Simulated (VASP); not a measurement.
A run of VASP 6.6.1:

The input INCAR:

```
  PREC = Accurate
  ENCUT = 520
  EDIFF = 1E-6
  ISMEAR = -1
  SIGMA = 0.1
  LREAL = False
  LASPH = True
  NELM = 100
  ALGO = Fast
  ISIF = 2
  LWAVE = False
  LCHARG = False
  GGA = CA
  NBANDS = 48
```

The input KPOINTS:

```
Automatic mesh
0
Gamma
  2 3 3
```

File POSCAR:

```
Zn2Ag5
1.0
    8.0826260000      0.0000000000      0.0000000000
    0.0000000000      4.0413130000      0.0000000000
    0.0000000000      0.0000000000      4.0413130000
Zn Ag
2 5
Direct
    0.0000000000      0.0000000000      0.0000000000
    0.5000000000      0.0000000000      0.0000000000
    0.2499999381      0.0000000000      0.4999998763
    0.2499999381      0.4999998763      0.0000000000
    0.5000000000      0.4999998763      0.4999998763
    0.7500000619      0.0000000000      0.4999998763
    0.7500000619      0.4999998763      0.0000000000
```

Potentials or basis: VASP PAW LDA potentials, release 64 (Zn, Ag).

Command:

```sh
$ cat potpaw_LDA.64/Zn/POTCAR potpaw_LDA.64/Ag/POTCAR > POTCAR
$ mpirun -np 1 vasp_std > vasp.out
```

Hardware: 1 thread of Intel(R) Xeon(R) 6975P-C (Granite Rapids) (shared host).

Task: How long does it take, and how much memory?

Result: Run time: 27 s on 1 thread of Intel(R) Xeon(R) 6975P-C (Granite Rapids), on a shared host, peak memory 0.19 GiB. Counts: scf iterations 14, k points 6.
